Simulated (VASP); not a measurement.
# LaMg6Cr (Amm2) in VASP: reference runs

How does LaMg6Cr come out in PBE? The cell is run as given and disturbed.

Everything below comes from runs of VASP 6.6.1. Logs are shortened: lines on timing, memory, paths and dates and some standing lists are left out, and cuts for length are marked.

### Step 1. The structure

The structure is orthorhombic, space group Amm2 (No. 38). Conventional cell: a = 5.219 Å, b = 6.480 Å, c = 11.553 Å, α = 90.00°, β = 90.00°, γ = 90.00°. La (site symmetry mm2) has 2 Cr at 3.24 Å and 10 Mg at 3.27 to 3.32 Å as nearest neighbours. Cr (site symmetry mm2) has 10 Mg at 3.17 to 3.37 Å and 2 La at 3.24 Å as nearest neighbours. Around Mg (site symmetry mm2) lie 2 Cr at 3.23 Å and 10 Mg at 3.23 to 3.39 Å. Mg (site symmetry mm2) has 10 Mg at 3.19 to 3.41 Å and 2 La at 3.27 Å as nearest neighbours. Around Mg (site symmetry m) lie 8 Mg at 3.06 to 3.42 Å and 2 Cr at 3.17 Å and 2 La at 3.27 Å. Around Mg (site symmetry m) lie 8 Mg at 3.17 to 3.31 Å and 2 Cr at 3.25 to 3.37 Å and 2 La at 3.31 to 3.32 Å.

The cell comes from a database or a generator and needn't be the stable form of this composition.

### Step 2. Single point, PBE, collinear spin, ferromagnetic start

INCAR

```
ALGO     = Normal         # electronic algorithm
EDIFF    = 1E-7           # SCF threshold, eV
ENCUT    = 520            # plane-wave cutoff, eV
GGA      = PE             # functional
ISIF     = 2              # what is computed and relaxed
ISMEAR   = -1             # smearing method
ISPIN    = 2              # spin polarisation
LASPH    = T              # aspherical terms in the spheres
LCHARG   = F              # write CHGCAR
LMAXMIX  = 6              # l up to which the mixer works
LORBIT   = 11             # projections on sites
LREAL    = F              # projectors in reciprocal space
LWAVE    = F              # write WAVECAR
MAGMOM   = 0 3 0 0 0 0 0 0 # initial moments
NBANDS   = 32             # bands
NELM     = 100            # most SCF steps
PREC     = Accurate       # precision mode
SIGMA    = 0.05           # smearing width, eV
```

KPOINTS

```
k-points
0
Gamma
  5 5 5
```

POSCAR

```
LaMg6Cr
1.0
    5.2193510000      0.0000000000      0.0000000000
    0.0000000000      3.2398075000      5.7767235000
    0.0000000000     -3.2398075000      5.7767235000
La Cr Mg
1 1 6
Direct
    0.5000000000      0.1670820000      0.1670820000
    0.5000000000      0.6643690000      0.6643690000
    0.0000000000      0.8288470000      0.8288470000
    0.0000000000      0.3381570000      0.3381570000
    0.0000000000      0.3461570000      0.8188270000
    0.0000000000      0.8188270000      0.3461570000
    0.5000000000      0.1737920000      0.6627640000
    0.5000000000      0.6627640000      0.1737920000
```

Potentials or basis: VASP PAW PBE potentials, release 64 (La, Cr_pv, Mg).

The run is started by

```bash
$ cat potpaw_PBE.64/La/POTCAR potpaw_PBE.64/Cr_pv/POTCAR potpaw_PBE.64/Mg/POTCAR > POTCAR
$ mpirun -np 1 vasp_std > vasp.out
```

OUTCAR:

```text
EDIFF = 1E-7
   ENCUT = 520
   GGA = PE
   ISIF = 2
   ISMEAR = -1
   ISPIN = 2
   LASPH = T
   LORBIT = 11
   LREAL = F
   NELM = 100
   PREC = Accurate

 ion  position               nearest neighbor table
   1  0.500  0.167  0.167-   2 3.24   2 3.24   5 3.27   6 3.27   5 3.27   6 3.27   4 3.27   4 3.27
                             8 3.31   7 3.31   8 3.32   7 3.32
   2  0.500  0.664  0.664-   5 3.17   6 3.17   5 3.17   6 3.17   3 3.23   3 3.23   1 3.24   1 3.24
                             8 3.25   7 3.25   7 3.37   8 3.37
   3  0.000  0.829  0.829-   2 3.23   2 3.23   6 3.23   5 3.23   4 3.24   4 3.24   8 3.26   7 3.26
                             7 3.26   8 3.26   5 3.39   6 3.39
   4  0.000  0.338  0.338-   7 3.19   8 3.19   7 3.19   8 3.19   5 3.21   6 3.21   3 3.24   3 3.24
                             1 3.27   1 3.27   6 3.41   5 3.41
   5  0.000  0.346  0.819-   6 3.06   2 3.17   2 3.17   4 3.21   7 3.23   7 3.23   3 3.23   1 3.27
                             1 3.27   3 3.39   4 3.41   6 3.42
   6  0.000  0.819  0.346-   5 3.06   2 3.17   2 3.17   4 3.21   8 3.23   8 3.23   3 3.23   1 3.27
                             1 3.27   3 3.39   4 3.41   5 3.42
   7  0.500  0.174  0.663-   8 3.17   4 3.19   4 3.19   5 3.23   5 3.23   2 3.25   3 3.26   3 3.26
                             1 3.31   8 3.31   1 3.32   2 3.37
   8  0.500  0.663  0.174-   7 3.17   4 3.19   4 3.19   6 3.23   6 3.23   2 3.25   3 3.26   3 3.26
                             1 3.31   7 3.31   1 3.32   2 3.37

  LATTYP: Found a base centered orthorhombic cell.
 ALAT       =     6.4796150000
 B/A-ratio  =     1.7830452890
 C/A-ratio  =     0.8055032591

  Lattice vectors:

 A1 = (   0.0000000000,   3.2398075000,  -5.7767235000)
 A2 = (   0.0000000000,   3.2398075000,   5.7767235000)
 A3 = (   5.2193510000,   0.0000000000,   0.0000000000)

Analysis of symmetry for initial positions (statically):
=====================================================================
 Subroutine PRICEL returns:
 Original cell was already a primitive cell.

 Routine SETGRP: Setting up the symmetry group for a
 base centered orthorhombic supercell.

 Subroutine GETGRP returns: Found  4 space group operations
 (whereof  4 operations were pure point group operations)
 out of a pool of  8 trial point group operations.

The static configuration has the point symmetry C_2v.

Analysis of symmetry for dynamics (positions and initial velocities):
=====================================================================
 Subroutine PRICEL returns:
 Original cell was already a primitive cell.

 Routine SETGRP: Setting up the symmetry group for a
 base centered orthorhombic supercell.

 Subroutine GETGRP returns: Found  4 space group operations
 (whereof  4 operations were pure point group operations)
 out of a pool of  8 trial point group operations.

The dynamic configuration has the point symmetry C_2v.

Analysis of structural, dynamic, and magnetic symmetry:
=====================================================================
 Subroutine PRICEL returns:
 Original cell was already a primitive cell.

 Routine SETGRP: Setting up the symmetry group for a
 base centered orthorhombic supercell.

 Subroutine GETGRP returns: Found  4 space group operations
 (whereof  4 operations were pure point group operations)
 out of a pool of  8 trial point group operations.

The overall configuration has the point symmetry C_2v.

 Subroutine INISYM returns: Found  4 space group operations
 (whereof  4 operations are pure point group operations),
 and found     1 'primitive' translations

----------------------------------------------------------------------------------------

                                     Primitive cell

  volume of cell :     195.3652

  direct lattice vectors                    reciprocal lattice vectors
     5.219351000  0.000000000  0.000000000     0.191594702  0.000000000  0.000000000
     0.000000000  3.239807500  5.776723500     0.000000000  0.154330157  0.086554255
     0.000000000 -3.239807500  5.776723500     0.000000000 -0.154330157  0.086554255

  length of vectors
     5.219351000  6.623208213  6.623208213     0.191594702  0.176944727  0.176944727

  position of ions in fractional coordinates (direct lattice)
     0.500000000  0.167082000  0.167082000
     0.500000000  0.664369000  0.664369000
     0.000000000  0.828847000  0.828847000
     0.000000000  0.338157000  0.338157000
     0.000000000  0.346157000  0.818827000
     0.000000000  0.818827000  0.346157000
     0.500000000  0.173792000  0.662764000
[... 81 lines left out ...]
   LASPH  =      T    aspherical Exc in radial PAW
   ENCUT  =  520.0 eV  38.22 Ry    6.18 a.u.   9.70 12.31 12.31*2*pi/ulx,y,z
   NELM   =    100;   NELMIN=  2; NELMDL= -5     # of ELM steps
   EDIFF  = 0.1E-06   stopping-criterion for ELM
   LREAL  =      F    real-space projection
   EDIFFG = 0.1E-05   stopping-criterion for IOM
   NSW    =      0    number of steps for IOM
   IBRION =     -1    ionic relax: 0-MD 1-quasi-New 2-CG
   NFREE  =      0    steps in history (QN), initial steepest desc. (CG)
   ISIF   =      2    stress and relaxation
   ISYM   =      2    0-nonsym 1-usesym 2-fastsym
   POTIM  = 0.5000    time-step for ionic-motion
   TEBEG  =    0.0;   TEEND  =   0.0 temperature during run
   PSTRESS=    0.0 pullay stress
   NELECT =      35.0000    total number of electrons
   NUPDOWN=      -1.0000    fix difference up-down
   EMIN   =  10.00;   EMAX   =-10.00  energy-range for DOS
   EFERMI =   0.00;   METHOD = LEGACY
   ISMEAR =    -1;   SIGMA  =   0.05  broadening in eV -4-tet -1-fermi 0-gaus
   EFERMI_NEDOS =   21; number of points for ismear=-14 and -15
   IALGO  =     38    algorithm
   IMIX   =      4    mixing-type and parameters
     AMIX     =   0.40;   BMIX     =  1.00
     AMIX_MAG =   1.60;   BMIX_MAG =  1.00
  volume/ion in A,a.u.               =      24.42       164.80
  Fermi-wavevector in a.u.,A,eV,Ry     =   0.922887  1.744003 11.588354  0.851720
  Thomas-Fermi vector in A             =   2.048463
   LORBIT       =     11    0 simple, 1 ext, 2 COOP (PROOUT), +10 PAW based schemes
   GGA     = PE    functional components
   LHFCALC =     F    Hartree Fock is set to
   AEXX    =    0.0000 exact exchange contribution
   IVDW    =     0    specifies the selected vdW correction
   LEPSILON=     F    determine dielectric tensor
   LRPA    =     F    only Hartree local field effects (RPA)
 spin polarized calculation
  energy-cutoff  :      520.00
  volume of cell :      195.37
 maximum number of plane-waves:      5272
 NGX is ok and might be reduce to    40
   NGX = 19   NGY = 25   NGZ = 25

 number of electron      35.0000011 magnetization       4.1818180

 Free energy of the ion-electron system (eV)
  ---------------------------------------------------
  ext. energy  EPLUGINS =         0.00000000
  ---------------------------------------------------
  free energy    TOTEN  =       -22.05256970 eV

  energy without entropy =      -22.00917422  energy(sigma->0) =      -22.03087196

 E-fermi :   3.7706     XC(G=0):  -8.8866

 val. band max:        3.7649597638   @ k =   0.0000   0.2000   0.0000
 cond. band min:       3.7767734251   @ k =   0.0000   0.4000   0.2000
 fundamental gap:      0.0118136613
 Fermi energy:         3.7705899824

 spin component 1

 k-point     1 :       0.0000    0.0000    0.0000
  band No.  band energies     occupation
      1     -40.3308      1.00000
      2     -40.2931      1.00000
      3     -40.2777      1.00000
      4     -28.8326      1.00000
      5     -12.6553      1.00000
      6     -12.6504      1.00000
[... 757 lines left out ...]
     28       5.7751      0.00000
     29       5.7773      0.00000

 [... further k-points ...]

 spin component 2

 k-point     1 :       0.0000    0.0000    0.0000
  band No.  band energies     occupation
      1     -36.7172      1.00000
      2     -36.5898      1.00000
      3     -36.5737      1.00000
      4     -28.8412      1.00000
      5     -12.6750      1.00000
      6     -12.6632      1.00000
[... 757 lines left out ...]
     28       5.8694      0.00000
     29       5.9497      0.00000

 [... further k-points ...]

 [bands above 29 left out]

------------------------ aborting loop because EDIFF is reached ----------------------------------------

  FORCE on cell =-STRESS in cart. coord.  units (eV):
  Direction    XX          YY          ZZ          XY          YZ          ZX
  --------------------------------------------------------------------------------------
  -------------------------------------------------------------------------------------
  Total       -0.3204432     -0.2236596      0.1074309      0.0000000      0.0000000      0.0000000
  in kB       -2.6279331     -1.8342173      0.8810333      0.0000000      0.0000000      0.0000000
  external PRESSURE =      -1.1937057 kB  Pullay stress =       0.0000000 kB

 VOLUME and BASIS-vectors are now :
 -----------------------------------------------------------------------------
  energy-cutoff  :      520.00
  volume of cell :      195.37
      direct lattice vectors                 reciprocal lattice vectors
     5.219351000  0.000000000  0.000000000     0.191594702  0.000000000  0.000000000
     0.000000000  3.239807500  5.776723500     0.000000000  0.154330157  0.086554255
     0.000000000 -3.239807500  5.776723500     0.000000000 -0.154330157  0.086554255

 POSITION                                       TOTAL-FORCE (eV/Angst)
 -----------------------------------------------------------------------------------
      2.60968      0.00000      1.93037         0.000000     -0.000000      0.022299
      2.60968      0.00000      7.67575         0.000000     -0.000000     -0.054472
      0.00000      0.00000      9.57604         0.000000     -0.000000     -0.108590
      0.00000      0.00000      3.90688         0.000000     -0.000000      0.070536
      0.00000     -1.53136      6.72979         0.000000      0.089284     -0.020302
      0.00000      1.53136      6.72979         0.000000     -0.089284     -0.020302
      2.60968     -1.58418      4.83255         0.000000      0.042951      0.055415
      2.60968      1.58418      4.83255         0.000000     -0.042951      0.055415
 -----------------------------------------------------------------------------------
    total drift:                               -0.000000      0.000000      0.000617

  FREE ENERGIE OF THE ION-ELECTRON SYSTEM (eV)
  ---------------------------------------------------
  free  energy   TOTEN  =       -22.0525697033 eV

  energy  without entropy=      -22.0091742230  energy(sigma->0) =      -22.03087196

 total charge

# of ion       s       p       d       f       tot
--------------------------------------------------
    1        2.046   5.588   0.916   0.080   8.630
    2        0.296   6.121   4.045   0.000  10.463
    3        0.192   0.111   0.011   0.000   0.314
    4        0.234   0.119   0.011   0.000   0.364
    5        0.226   0.121   0.012   0.000   0.359
    6        0.226   0.121   0.012   0.000   0.359
    7        0.217   0.125   0.011   0.000   0.353
    8        0.217   0.125   0.011   0.000   0.353
--------------------------------------------------
tot          3.655  12.431   5.029   0.080  21.194

 magnetization (x)

# of ion       s       p       d       f       tot
--------------------------------------------------
    1       -0.002   0.010  -0.038   0.014  -0.016
    2        0.063   0.046   3.622   0.000   3.731
    3       -0.009   0.003   0.001   0.000  -0.005
    4        0.006   0.002  -0.000   0.000   0.008
    5       -0.009  -0.001   0.001   0.000  -0.009
    6       -0.009  -0.001   0.001   0.000  -0.009
    7       -0.006  -0.004   0.001   0.000  -0.009
    8       -0.006  -0.004   0.001   0.000  -0.009
--------------------------------------------------
tot          0.028   0.052   3.588   0.014   3.682
```

Wall time 6.6 min (1 thread of Intel Xeon 6975P-C (Granite Rapids), shared host); peak memory 0.55 GiB.

What came out:

| Item | Value |
| --- | --- |
| Free energy | -22.0526 eV |
| Pressure | -0.1 GPa |
| Largest force | 0.109 eV/Å |
| Band gap on the k mesh | none (metal or under the smearing width) |
| Net moment | 4.18 μB per cell |
| Site moments | La -0.02; Cr +3.73; Mg -0.01, +0.01 μB |
| Valence electrons inside the program's atomic spheres | La 8.63; Cr 10.46; Mg 0.31, 0.36, 0.35 |

Forces on the atoms (eV/Å):
```
La   0.000  0.000  0.022
Cr   0.000  0.000 -0.054
Mg   0.000  0.000 -0.109
Mg   0.000  0.000  0.071
Mg   0.000  0.089 -0.020
Mg   0.000 -0.089 -0.020
Mg   0.000  0.043  0.055
Mg   0.000 -0.043  0.055
```

Spin-orbit coupling is left out, which matters for the levels of La.

### Step 3. Single point, PBE, collinear spin, ferromagnetic start (atoms moved at random, drawn with an rms of 0.05 Å)

INCAR

```
SYSTEM = LaMg6Cr
PREC = Accurate ; ENCUT = 520
EDIFF = 1E-7 ; ISMEAR = -1
SIGMA = 0.05 ; LREAL = .False.
LASPH = .True. ; NELM = 150
ALGO = Normal ; ISIF = 2
LWAVE = .False. ; LCHARG = .True.
ISPIN = 2 ; MAGMOM = 0 3 0 0 0 0 0 0
LORBIT = 11 ; LMAXMIX = 6
GGA = PE ; LELF = .True.
LVHAR = .True. ; NBANDS = 32
```

KPOINTS

```
regular mesh
0
Gamma
  5 5 5
  0 0 0
```

POSCAR

```
LaMg6Cr
1.0
    5.2193510000      0.0000000000      0.0000000000
    0.0000000000      3.2398075000      5.7767235000
    0.0000000000     -3.2398075000      5.7767235000
La Cr Mg
1 1 6
Direct
    0.4937170000      0.1674020000      0.1682660000
    0.5101960000      0.6584970000      0.6665350000
    0.0000650000      0.8275640000      0.8384480000
    0.0115530000      0.3371490000      0.3345510000
   -0.0046100000      0.3474220000      0.8207570000
   -0.0008260000      0.8211590000      0.3439690000
    0.4996380000      0.1727630000      0.6621260000
    0.5081250000      0.6623160000      0.1754170000
```

Potentials or basis: VASP PAW PBE potentials, release 64 (La, Cr_pv, Mg).

The run is started by

```bash
$ cat potpaw_PBE.64/La/POTCAR potpaw_PBE.64/Cr_pv/POTCAR potpaw_PBE.64/Mg/POTCAR > POTCAR
$ mpirun -np 1 vasp_std > vasp.out
```

It took 17 min on 1 thread of Intel Xeon 6975P-C (Granite Rapids), shared host; peak memory 0.84 GiB.

The run converged. Its results:

```
Free energy                                           : -22.0177 eV
Pressure                                              : 0.0 GPa
Largest force                                         : 0.347 eV/Å
Band gap on the k mesh                                : none (metal or under the smearing width)
Net moment                                            : 4.19 μB per cell
Site moments                                          : La -0.02; Cr +3.74; Mg -0.01, +0.01 μB
Valence electrons inside the program's atomic spheres : La 8.63; Cr 10.46; Mg 0.31, 0.36, 0.35
```

Forces on the atoms (eV/Å):
```
La   0.331  0.005 -0.102
Cr  -0.144  0.063 -0.004
Mg   0.061  0.087 -0.190
Mg  -0.266 -0.056  0.188
Mg   0.041  0.117 -0.069
Mg   0.004 -0.169  0.003
Mg   0.037  0.010  0.113
Mg  -0.064 -0.056  0.061
```

Stress tensor (GPa, compression positive):
```
-0.07  0.04 -0.24
 0.04 -0.16  0.02
-0.24  0.02  0.08
```

Levels at points of the mesh, in eV from the Fermi level:
Spin up:
| k point | band 17 | band 18 | band 19 | band 20 | band 21 | band 22 | band 23 | band 24 |
| --- | --- | --- | --- | --- | --- | --- | --- | --- |
| (0.00, 0.00, 0.00) | -0.97 | -0.88 | -0.84 | -0.67 | 0.30 | 0.54 | 1.46 | 1.79 |
Spin down:
```csv
k point,band 13,band 14,band 15,band 16,band 17,band 18
"(0.00, 0.00, 0.00)",-1.09,-0.80,-0.77,-0.32,-0.11,0.34
```

The run has no spin-orbit coupling, so splittings on La are missing.
